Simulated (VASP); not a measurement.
Here is the system:

```yaml
crystal:
  lattice:
    - [0.00000, 2.79596, 2.79596]
    - [2.79596, 0.00000, 2.79596]
    - [2.79596, 2.79596, 0.00000]
  atoms:
    - { symbol: Cl, position: [0.00000, 0.00000, 0.00000] }
    - { symbol: Na, position: [0.50000, 0.50000, 0.50000] }
```

These are PBEsol GGA, VASP's PBE PAW potentials (set 64) (plane waves; VASP 6.6.1) values and carry that method's errors. Numerical set-up: 530 eV cut-off, 7×7×7 Γ-centred mesh, Gaussian smearing of 0.050 eV, potentials Cl Na_pv.

**Question.** Give the elastic stiffness tensor with the ions relaxed (GPa, in the frame of the cell).

**Answer.** 
```csv
,xx,yy,zz,yz,xz,xy
xx,57.7,11.7,11.7,0.0,0.0,0.0
yy,11.7,57.7,11.7,0.0,0.0,0.0
zz,11.7,11.7,57.7,0.0,0.0,0.0
yz,0.0,0.0,0.0,12.3,0.0,0.0
xz,0.0,0.0,0.0,0.0,12.3,0.0
xy,0.0,0.0,0.0,0.0,0.0,12.3
```

**Question.** What does the run give for the Hill bulk modulus, Hill shear modulus, Young's modulus, Poisson's ratio?

**Answer.** 
```yaml
hill_bulk_modulus: 270 kbar
hill_shear_modulus: 15.8 GPa
Young's modulus: 39.7 GPa
Poisson's ratio: 0.255
```

The structure comes from a measured NaCl entry (Fm-3m) of the Crystallography Open Database, whose conditions weren't checked. It was relaxed first.
